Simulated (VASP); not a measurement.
## SrCaI2: single point with PBE

Crystal: SrCaI2.

```
CELL_PARAMETERS angstrom
4.09319 0.00000 0.00000
0.00000 4.09319 0.00000
0.00000 0.00000 8.14194
ATOMIC_POSITIONS crystal
Sr 0.00000 0.00000 0.50000
Ca 0.00000 0.00000 0.00000
I 0.50000 0.50000 0.24963
I 0.50000 0.50000 0.75037
```

The cell was built by a generator and needn't be a form met in nature.

```json
{"Program": "VASP 6.6.1", "Task": "single point", "Functional": "PBE", "Potentials or basis": "VASP PAW PBE potentials, release 64 (Sr_sv, Ca_sv, I)", "Cutoff": "520 eV", "k mesh": "12 × 12 × 6", "Occupations": "gaussian, width 0.1 eV", "Spin": "no spin polarisation", "Dipole correction": "no", "Further INCAR settings": "ALGO = Fast; EDIFF = 1e-06; NBANDS = 25"}
```

```json
{
  "Pressure": "0.0 GPa",
  "Band gap on the k mesh": "none (metal or under the smearing width)"
}
```

Forces in eV/Å, atoms in the order of the input:
```
Sr   0.000  0.000  0.000
Ca   0.000  0.000  0.000
I    0.000  0.000  0.003
I    0.000  0.000 -0.003
```

Levels at points of the mesh, in eV from the Fermi level:
```csv
k point,band 13,band 14,band 15,band 16,band 17,band 18,band 19,band 20,band 21,band 22
"(0.00, 0.00, 0.00)",-4.30,-4.28,-4.28,-4.26,-1.18,-0.64,-0.61,0.34,1.31,2.29
"(0.50, 0.00, 0.00)",-6.04,-4.29,-4.24,-3.78,-1.29,0.34,0.75,1.30,1.31,1.32
"(0.50, 0.50, 0.00)",-6.07,-6.06,-6.06,-3.74,-1.31,0.79,1.02,1.02,1.03,1.36
"(0.00, 0.00, 0.50)",-4.33,-4.33,-4.24,-4.24,-0.32,-0.18,-0.11,-0.10,1.02,1.33
"(0.50, 0.00, 0.50)",-5.37,-5.21,-4.07,-4.04,-0.21,-0.19,1.05,1.10,1.66,1.80
"(0.50, 0.50, 0.50)",-5.97,-5.97,-5.18,-5.09,-0.43,-0.42,1.02,1.02,1.27,1.27
```

Wall time 9.4 min on 1 thread of Intel(R) Xeon(R) Platinum 8488C (Sapphire Rapids), with other jobs on the host, peak memory 0.53 GiB.

Spin-orbit coupling is left out, which matters for the levels of I.
